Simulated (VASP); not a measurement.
# WAu (F-43m) in VASP: notebook, part 2 of 2

VASP 6.6.1. The steps go on from the part before.

**3. Relaxation of cell and atoms, revPBE+D3(BJ)**

INCAR reads:

```
SYSTEM = WAu
  ALGO = Normal
  EDIFF = 1E-6
  EDIFFG = -0.01
  ENCUT = 600
  GGA = RE
  IBRION = 2
  ISIF = 3
  ISMEAR = -1
  IVDW = 12
  LASPH = .True.
  LCHARG = .False.
  LREAL = .False.
  LWAVE = .False.
  NELM = 100
  NSW = 40
  PREC = Accurate
  SIGMA = 0.05
```

KPOINTS reads:

```
k-points
0
Gamma
  8 8 8
  0 0 0
```

POSCAR reads:

```
WAu
1.0
    0.0000000000      2.7479792600      2.7479792600
    2.7479792600      0.0000000000      2.7479792600
    2.7479792600      2.7479792600      0.0000000000
W Au
1 1
Direct
    0.0000000000      0.0000000000      0.0000000000
    0.7500000000      0.7500000000      0.7500000000
```

Potentials or basis: VASP PAW PBE potentials, release 64 (W_sv, Au).

Launch:

```bash
$ cat potpaw_PBE.64/W_sv/POTCAR potpaw_PBE.64/Au/POTCAR > POTCAR
$ mpirun -np 1 vasp_std > vasp.out
```

OUTCAR:

```text
SYSTEM = WAu
   EDIFF = 1E-6
   EDIFFG = -0.01
   ENCUT = 600
   GGA = RE
   IBRION = 2
   ISIF = 3
   ISMEAR = -1
   IVDW = 12
   LASPH = .True.
   LREAL = .False.
   NELM = 100
   NSW = 40
   PREC = Accurate
 IVDW          = 12

 ion  position               nearest neighbor table
   1  0.000  0.000  0.000-   2 2.38   2 2.38   2 2.38   2 2.38
   2  0.750  0.750  0.750-   1 2.38   1 2.38   1 2.38   1 2.38

  LATTYP: Found a face centered cubic cell.
 ALAT       =     5.4959585200

  Lattice vectors:

 A1 = (   0.0000000000,   2.7479792600,   2.7479792600)
 A2 = (   2.7479792600,   0.0000000000,   2.7479792600)
 A3 = (   2.7479792600,   2.7479792600,   0.0000000000)

Analysis of symmetry for initial positions (statically):
=====================================================================
 Subroutine PRICEL returns:
 Original cell was already a primitive cell.

 Routine SETGRP: Setting up the symmetry group for a
 face centered cubic supercell.
[... 215 lines left out ...]
 Fermi energy:         3.1056832831

 k-point     1 :       0.0000    0.0000    0.0000
  band No.  band energies     occupation
      1     -71.6183      2.00000
      2     -35.7126      2.00000
      3     -35.7126      2.00000
      4     -35.7126      2.00000
      5      -2.9487      2.00000
      6      -1.4577      2.00000
[... 566 lines left out ...]
--------------------------------------- Ionic step        5  -------------------------------------------

 number of electron      25.0000000 magnetization

 Free energy of the ion-electron system (eV)
  ---------------------------------------------------
  ext. energy  EPLUGINS =         0.00000000
  ---------------------------------------------------
  free energy    TOTEN  =       -11.38614425 eV

  energy without entropy =      -11.36756630  energy(sigma->0) =      -11.37685527

 E-fermi :   6.1184     XC(G=0): -10.7789

 val. band max:        6.0832953878   @ k =  -0.3750   0.2500   0.1250
 cond. band min:       6.1594343078   @ k =   0.3750   0.2500   0.0000
 fundamental gap:      0.0761389200
 Fermi energy:         6.1183671548

 k-point     1 :       0.0000    0.0000    0.0000
  band No.  band energies     occupation
      1     -68.1785      2.00000
      2     -32.3888      2.00000
      3     -32.3888      2.00000
      4     -32.3888      2.00000
      5      -1.6052      2.00000
      6       0.1887      2.00000
[... 480 lines left out ...]
  FREE ENERGIE OF THE ION-ELECTRON SYSTEM (eV)
  ---------------------------------------------------
  free  energy   TOTEN  =       -13.4465698942 eV

  energy  without entropy=      -13.4279919467  energy(sigma->0) =      -13.43728092

 reached required accuracy - stopping structural energy minimisation
```

OSZICAR:

```text
N       E                     dE             d eps       ncg     rms          rms(c)
DAV:   1     0.200086561952E+03    0.20009E+03   -0.14449E+04   928   0.176E+03
DAV:   2    -0.746951520206E+01   -0.20756E+03   -0.20549E+03  1184   0.432E+02
DAV:   3    -0.118013469485E+02   -0.43318E+01   -0.42370E+01  1080   0.604E+01
[... 48 lines left out ...]
DAV:   2    -0.113863176287E+02    0.26321E-02   -0.76892E-03  1032   0.803E-01    0.100E-01
DAV:   3    -0.113861378811E+02    0.17975E-03   -0.11614E-03  1080   0.261E-01    0.753E-02
DAV:   4    -0.113861376656E+02    0.21546E-06   -0.41839E-05   968   0.589E-02    0.504E-02
DAV:   5    -0.113861444758E+02   -0.68102E-05   -0.24181E-05   992   0.412E-02    0.435E-03
DAV:   6    -0.113861442469E+02    0.22890E-06   -0.76584E-07   528   0.747E-03
   5 F= -.13446570E+02 E0= -.13437281E+02  d E =-.420425E+00
```

CONTCAR:

```text
WAu
   1.00000000000000
     0.0000000000000000    2.8721838060395708    2.8721838060395708
     2.8721838060395708   -0.0000000000000000    2.8721838060395708
     2.8721838060395708    2.8721838060395708   -0.0000000000000000
  W               Au
     1     1
Direct
     0.0000000000000000    0.0000000000000000    0.0000000000000000
     0.7500000000000000    0.7500000000000000    0.7500000000000000

  0.00000000E+00  0.00000000E+00  0.00000000E+00
  0.00000000E+00  0.00000000E+00  0.00000000E+00
```

It took 78 s on 1 thread of Intel Xeon Platinum 8488C (Sapphire Rapids), shared host; peak memory 0.2 GiB.

What came out:

* Free energy: -13.4466 eV
* Relaxed volume: 23.69 Å³/atom
* Relaxed cell: a = 4.062 Å, b = 4.062 Å, c = 4.062 Å, α = 60.00°, β = 60.00°, γ = 60.00°
* Space group after relaxing (to 0.05 Å): F-43m (No. 216)
* Energy gained by relaxing: 210.2 meV/atom
* Ionic steps: 5
* Pressure after relaxing: 0.0 GPa
* Band gap on the k mesh: none (metal or under the smearing width)
* Dispersion energy per atom: -1.030 eV

The path:
| step | energy change (eV) | largest force (eV/Å) | pressure (GPa) | volume (Å³) |
| --- | --- | --- | --- | --- |
| 1 | 0.0000 | 0.0000 | 26.04 | 41.50 |
| 2 | 1.1364 | 0.0000 | -19.94 | 65.23 |
| 3 | -0.4152 | 0.0000 | -2.16 | 48.14 |
| 4 | -0.4202 | 0.0000 | -0.43 | 47.53 |
| 5 | -0.4204 | 0.0000 | -0.04 | 47.39 |

Final structure:
```cif
data_structure
_symmetry_space_group_name_H-M 'P 1'
_symmetry_Int_Tables_number 1
_cell_length_a 4.0619
_cell_length_b 4.0619
_cell_length_c 4.0619
_cell_angle_alpha 60.000
_cell_angle_beta 60.000
_cell_angle_gamma 60.000
_cell_volume 47.39
loop_
_atom_site_label
_atom_site_type_symbol
_atom_site_fract_x
_atom_site_fract_y
_atom_site_fract_z
_atom_site_occupancy
W1 W 0.00000 0.00000 0.00000 1
Au1 Au 0.75000 0.75000 0.75000 1
```

Levels at points of the mesh, in eV from the Fermi level:
```csv
k point,band 11,band 12,band 13,band 14,band 15,band 16
"(0.00, 0.00, 0.00)",-0.76,-0.76,-0.76,1.64,1.64,8.56
"(0.50, 0.00, 0.00)",-1.91,-0.25,-0.25,1.45,1.45,2.12
"(0.50, 0.50, 0.00)",-2.84,0.38,1.30,1.56,1.56,2.91
```

Caveat: the PAW data sets were made with another functional, which shifts forces and pressure a little; pairwise dispersion overbinds metals, which lowers pressure and volume. The run has no spin-orbit coupling, so splittings on Au, W are missing.

**4. Relaxation of cell and atoms, revPBE+D4**

INCAR, as its differences from that of step 3:

```diff
@@ -9,3 +9,3 @@
   ISMEAR = -1
-  IVDW = 12
+  IVDW = 13
   LASPH = .True.
```

KPOINTS is that of step 3.

POSCAR is that of step 3.

Launch:

```bash
$ cat potpaw_PBE.64/W_sv/POTCAR potpaw_PBE.64/Au/POTCAR > POTCAR
$ mpirun -np 1 vasp_std > vasp.out
```

It took 80 s on 1 thread of Intel Xeon Platinum 8488C (Sapphire Rapids), shared host; peak memory 0.19 GiB.

Results (log left out):

```yaml
Free_energy: -13.1238 eV
Relaxed_volume: 23.90 Å³/atom
Relaxed_cell: a = 4.074 Å, b = 4.074 Å, c = 4.074 Å, α = 60.00°, β = 60.00°, γ = 60.00°
Space_group_after_relaxing_to_0.05_Å: F-43m (No. 216)
Energy_gained_by_relaxing: 237.9 meV/atom
Ionic_steps: 5
Pressure_after_relaxing: 0.0 GPa
Band_gap_on_the_k_mesh: none (metal or under the smearing width)
Dispersion_energy_per_atom: -0.861 eV
```

Step by step:
```tsv
step	energy change (eV)	largest force (eV/Å)	pressure (GPa)	volume (Å³)
1	0.0000	0.0000	27.79	41.50
2	1.2132	0.0000	-19.53	67.09
3	-0.4694	0.0000	-2.38	48.66
4	-0.4757	0.0000	-0.51	47.98
5	-0.4759	0.0000	-0.04	47.80
```

Final structure:
```xyz
2
Lattice="0.0000 2.8804 2.8804 2.8804 0.0000 2.8804 2.8804 2.8804 0.0000" Properties=species:S:1:pos:R:3 pbc="T T T"
W     0.0000    0.0000    0.0000
Au    4.3206    4.3206    4.3206
```

Levels at points of the mesh, in eV from the Fermi level:
```
           k point  band 11  band 12  band 13  band 14  band 15  band 16
(0.00, 0.00, 0.00)    -0.75    -0.75    -0.75     1.61     1.61     8.52
(0.50, 0.00, 0.00)    -1.89    -0.25    -0.25     1.43     1.43     2.09
(0.50, 0.50, 0.00)    -2.82     0.38     1.29     1.53     1.53     2.86
```

Caveat: the volume moved by over 15 % at a fixed basis, so the end points are rough; the PAW data sets were made with another functional, which shifts forces and pressure a little; pairwise dispersion overbinds metals, which lowers pressure and volume.

**5. Relaxation of cell and atoms, revPBE+dDsC**

INCAR, as its differences from that of step 4:

```diff
@@ -9,3 +9,3 @@
   ISMEAR = -1
-  IVDW = 13
+  IVDW = 4
   LASPH = .True.
```

KPOINTS is that of step 4.

POSCAR is that of step 4.

Launch:

```bash
$ cat potpaw_PBE.64/W_sv/POTCAR potpaw_PBE.64/Au/POTCAR > POTCAR
$ mpirun -np 1 vasp_std > vasp.out
```

It took 2.4 min on 1 thread of Intel Xeon Platinum 8488C (Sapphire Rapids), shared host; peak memory 0.2 GiB.

It converged, with:

```yaml
Free_energy: -12.6803 eV
Relaxed_volume: 24.00 Å³/atom
Relaxed_cell: a = 4.079 Å, b = 4.079 Å, c = 4.079 Å, α = 60.00°, β = 60.00°, γ = 60.00°
Space_group_after_relaxing_to_0.05_Å: F-43m (No. 216)
Energy_gained_by_relaxing: 323.5 meV/atom
Ionic_steps: 8
Pressure_after_relaxing: 0.0 GPa
Band_gap_on_the_k_mesh: none (metal or under the smearing width)
Hirshfeld_charges: W +0.08; Au -0.08 e
Dispersion_energy_per_atom: -0.635 eV
```

The path:
| step | energy change (eV) | largest force (eV/Å) | pressure (GPa) | volume (Å³) |
| --- | --- | --- | --- | --- |
| 1 | 0.0000 | 0.0000 | 28.81 | 41.50 |
| 2 | 0.8758 | 0.0000 | -19.53 | 68.19 |
| 3 | -0.6450 | 0.0000 | -5.72 | 50.29 |
| 4 | -0.6541 | 0.0000 | -1.37 | 48.50 |
| 5 | -0.6468 | 0.0000 | 0.07 | 48.00 |
| 6 | -0.6493 | 0.0000 | -0.32 | 48.13 |
| 7 | -0.6438 | 0.0000 | 0.40 | 47.85 |
| 8 | -0.6470 | 0.0000 | 0.05 | 48.01 |

Final structure:
```
CELL_PARAMETERS angstrom
0.00000 2.88460 2.88460
2.88460 0.00000 2.88460
2.88460 2.88460 0.00000
ATOMIC_POSITIONS crystal
W 0.00000 0.00000 0.00000
Au 0.75000 0.75000 0.75000
```

Levels at points of the mesh, in eV from the Fermi level:
| k point | band 10 | band 11 | band 12 | band 13 | band 14 | band 15 | band 16 |
| --- | --- | --- | --- | --- | --- | --- | --- |
| (0.00, 0.00, 0.00) | -5.74 | -0.75 | -0.75 | -0.75 | 1.60 | 1.60 | 8.50 |
| (0.50, 0.00, 0.00) | -5.05 | -1.88 | -0.26 | -0.26 | 1.41 | 1.41 | 2.07 |
| (0.50, 0.50, 0.00) | -4.03 | -2.80 | 0.38 | 1.28 | 1.52 | 1.52 | 2.84 |

Caveat: the volume moved by over 15 % at a fixed basis, so the end points are rough; the PAW data sets were made with another functional, which shifts forces and pressure a little; pairwise dispersion overbinds metals, which lowers pressure and volume.

**6. Relaxation of cell and atoms, revPBE**

INCAR reads:

```
ALGO = Conjugate ; AMIX = 0.05
EDIFF = 1E-6 ; EDIFFG = -0.01
ENCUT = 600 ; GGA = RE
IBRION = 2 ; ISIF = 3
ISMEAR = -1 ; LASPH = True
LCHARG = False ; LREAL = False
LWAVE = False ; NELECT = 25.1
NELM = 100 ; NSW = 40
PREC = Accurate ; SIGMA = 0.05
```

KPOINTS reads:

```
k-points
0
Gamma
  8 8 8
```

POSCAR is that of step 5.

Potentials or basis: VASP PAW PBE potentials, release 64 (W_sv, Au).

Launch:

```bash
$ cat potpaw_PBE.64/W_sv/POTCAR potpaw_PBE.64/Au/POTCAR > POTCAR
$ mpirun -np 1 vasp_std > vasp.out
```

OUTCAR:

```text
AMIX = 0.05
   EDIFF = 1E-6
   EDIFFG = -0.01
   ENCUT = 600
   GGA = RE
   IBRION = 2
   ISIF = 3
   ISMEAR = -1
   LASPH = True
   LREAL = False
   NELECT = 25.1
   NELM = 100
   NSW = 40
   PREC = Accurate

 ion  position               nearest neighbor table
   1  0.000  0.000  0.000-   2 2.38   2 2.38   2 2.38   2 2.38
   2  0.750  0.750  0.750-   1 2.38   1 2.38   1 2.38   1 2.38

  LATTYP: Found a face centered cubic cell.
 ALAT       =     5.4959585200

  Lattice vectors:

 A1 = (   0.0000000000,   2.7479792600,   2.7479792600)
 A2 = (   2.7479792600,   0.0000000000,   2.7479792600)
 A3 = (   2.7479792600,   2.7479792600,   0.0000000000)

[... 176 lines left out ...]

------------------------ aborting loop because EDIFF is reached ----------------------------------------

  FORCE on cell =-STRESS in cart. coord.  units (eV):
  Direction    XX          YY          ZZ          XY          YZ          ZX
  --------------------------------------------------------------------------------------
  -------------------------------------------------------------------------------------
  Total       10.3665501     10.3665501     10.3665501      0.0000000     -0.0000000      0.0000000
  in kB      400.1976049    400.1976049    400.1976049      0.0000000     -0.0000000      0.0000000
  external PRESSURE =     400.1976049 kB  Pullay stress =       0.0000000 kB
[... 1061 lines left out ...]
--------------------------------------- Ionic step        5  -------------------------------------------

 number of electron      25.1000001 magnetization

 Free energy of the ion-electron system (eV)
  ---------------------------------------------------
  ext. energy  EPLUGINS =         0.00000000
  ---------------------------------------------------
  free energy    TOTEN  =       -10.89570435 eV

  energy without entropy =      -10.87972861  energy(sigma->0) =      -10.88771648

 E-fermi :   5.3268     XC(G=0): -10.4034

 val. band max:        5.3086967478   @ k =   0.3750   0.2500   0.0000
 cond. band min:       5.3823264121   @ k =   0.3750   0.2500   0.0000
 fundamental gap:      0.0736296644
 Fermi energy:         5.3268260301
[... 485 lines left out ...]
  FREE ENERGIE OF THE ION-ELECTRON SYSTEM (eV)
  ---------------------------------------------------
  free  energy   TOTEN  =       -10.8957043515 eV

  energy  without entropy=      -10.8797291893  energy(sigma->0) =      -10.88771677

 reached required accuracy - stopping structural energy minimisation
```

OSZICAR:

```text
N       E                     dE             d eps       ncg     rms           ort
DAV:   1     0.201987725309E+03    0.20199E+03   -0.15338E+04   464   0.185E+03
DAV:   2    -0.658837913979E+01   -0.20858E+03   -0.20661E+03   464   0.434E+02
DAV:   3    -0.109761840452E+02   -0.43878E+01   -0.42803E+01   464   0.606E+01
[... 96 lines left out ...]
CGA:   8    -0.108956768769E+02   -0.79986E-04   -0.80001E-04   464   0.991E-04   0.752E-06
CGA:   9    -0.108956963222E+02   -0.19445E-04   -0.19430E-04   464   0.241E-04  -0.814E-06
CGA:  10    -0.108957019626E+02   -0.56404E-05   -0.56457E-05   464   0.749E-05  -0.209E-06
CGA:  11    -0.108957037669E+02   -0.18043E-05   -0.17973E-05   464   0.213E-05   0.247E-06
CGA:  12    -0.108957043515E+02   -0.58456E-06   -0.58632E-06   464   0.689E-06  -0.377E-07
   5 F= -.10895704E+02 E0= -.10887717E+02  d E =-.997546E+00
```

It took 2.3 min on 1 thread of Intel Xeon Platinum 8488C (Sapphire Rapids), shared host; peak memory 0.21 GiB.

The run converged, but some of its settings lie outside the range that counts as converged (typed here: ALGO = Conjugate; AMIX = 0.05; NELECT = 25.1), so its numbers aren't taken as properties of the crystal.

What came out:

```yaml
Free_energy: -10.8957 eV
Relaxed_volume: 25.67 Å³/atom
Relaxed_cell: a = 4.172 Å, b = 4.172 Å, c = 4.172 Å, α = 60.00°, β = 60.00°, γ = 60.00°
Space_group_after_relaxing_to_0.05_Å: F-43m (No. 216)
Energy_gained_by_relaxing: 498.8 meV/atom
Ionic_steps: 5
Band_gap_on_the_k_mesh: none (metal or under the smearing width)
```

Caveat: the cell is charged against a uniform background, so pressure and absolute levels hang on convention; the volume moved by over 15 % at a fixed basis, so the end points are rough; the PAW data sets were made with another functional, which shifts forces and pressure a little.

**7. The runs side by side**

| level | gap on the mesh (eV) | pressure (GPa) | relaxed volume (Å³/atom) |
| --- | --- | --- | --- |
| revPBE+D3 | none | 0.0 | 23.27 |
| revPBE+D3(BJ) | none | 0.0 | 23.69 |
| revPBE+D4 | none | 0.0 | 23.90 |
| revPBE+dDsC | none | 0.0 | 24.00 |

Alike in all rows: task relaxation of cell and atoms; potentials or basis VASP PAW PBE potentials, release 64 (W_sv, Au); no spin polarisation; cell relaxed; k mesh 8 × 8 × 8; cutoff (eV) 600; smearing fermi-dirac 0.05 eV.

Caveats: the PAW data sets were made with another functional, which shifts forces and pressure a little; pairwise dispersion overbinds metals, which lowers pressure and volume; the volume moved by over 15 % at a fixed basis, so the end points are rough (some runs).

Total energies depend on the potentials used, so only differences within one code and one set of settings carry meaning.
